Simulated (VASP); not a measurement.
Output of a VASP run:

**OSZICAR**
```
       N       E                     dE             d eps       ncg     rms          rms(c)
DAV:   1    -0.313901540893E+01   -0.31390E+01   -0.17092E+03  2010   0.516E+02
DAV:   2    -0.798870289898E+01   -0.48497E+01   -0.45556E+01  3006   0.605E+01
DAV:   3    -0.802473420689E+01   -0.36031E-01   -0.36015E-01  2622   0.471E+00
DAV:   4    -0.802477983540E+01   -0.45629E-04   -0.45611E-04  2952   0.145E-01
DAV:   5    -0.802477991285E+01   -0.77449E-07   -0.78016E-07  2580   0.237E-03    0.125E+00
DAV:   6    -0.800137844856E+01    0.23401E-01   -0.26652E-03  2232   0.738E-01    0.762E-01
DAV:   7    -0.799157071943E+01    0.98077E-02   -0.37986E-03  2232   0.763E-01    0.144E-02
DAV:   8    -0.799156892789E+01    0.17915E-05   -0.14451E-05  3114   0.370E-02    0.609E-03
DAV:   9    -0.799156957665E+01   -0.64877E-06   -0.46252E-07  2166   0.645E-03
   1 F= -.79915696E+01 E0= -.79916453E+01  d E =-.799157E+01
```

File OUTCAR:
```
------------------------ aborting loop because EDIFF is reached ----------------------------------------
  FORCE on cell =-STRESS in cart. coord.  units (eV):
  Direction    XX          YY          ZZ          XY          YZ          ZX
  --------------------------------------------------------------------------------------
  Total        0.0151772      0.0151772     -0.0019045     -0.0000000      0.0000000     -0.0000000
  in kB        1.5473267      1.5473264     -0.1941657     -0.0000000      0.0000000     -0.0000000
  external PRESSURE =       0.9668291 kB  Pullay stress =       0.0000000 kB
  volume of cell :       15.72
      direct lattice vectors                 reciprocal lattice vectors
     2.260468861  0.000000000  0.000000000     0.442386098  0.255411755  0.000000000
    -1.130234431  1.957623290  0.000000000     0.000000000  0.510823510  0.000000000
     0.000000000  0.000000000  3.551338799     0.000000000  0.000000000  0.281583948
 POSITION                                       TOTAL-FORCE (eV/Angst)
 -----------------------------------------------------------------------------------
      1.13024      0.65254      2.66350         0.000000     -0.000000      0.000000
     -0.00000      1.30508      0.88783        -0.000000      0.000000      0.000000
 -----------------------------------------------------------------------------------
    total drift:                                0.000005     -0.000003      0.000007
  FREE ENERGIE OF THE ION-ELECTRON SYSTEM (eV)
  ---------------------------------------------------
  free  energy   TOTEN  =        -7.9915695767 eV

  energy  without entropy=       -7.9917968384  energy(sigma->0) =       -7.99164533

 reached required accuracy - stopping structural energy minimisation
```
(Selected blocks of OUTCAR.)

POSCAR:
```
Be
1
    2.2604688609     0.0000000000     0.0000000000
   -1.1302344305     1.9576232901    -0.0000000000
   -0.0000000000    -0.0000000000     3.5513387987
Be
2
Direct
  0.6666670000   0.3333330000   0.7500000000
  0.3333330000   0.6666670000   0.2500000000
```

**Question.** Reconstruct the remaining input files.

**Answer.** One answer among several that fit: the input of the run itself, PBEsol GGA, plane waves, VASP's PBE PAW potentials (set 64).

**INCAR**
```
ALGO = Normal
EDIFF = 1E-6
EDIFFG = -0.01
ENCUT = 480
GGA = PS
IBRION = 2
ISIF = 3
ISMEAR = 1
LASPH = .TRUE.
LCHARG = .FALSE.
LREAL = .FALSE.
LWAVE = .FALSE.
NELM = 100
NSW = 60
PREC = Accurate
SIGMA = 0.1
SYSTEM = Be
```

File KPOINTS:
```
Regular mesh
0
Gamma
17 17 9
```

POTCAR, in this order: Be (PBE.64 set). Program: vasp_std.

The compound is Be in the hcp structure. It was relaxed first. The start is the result of an earlier pass.
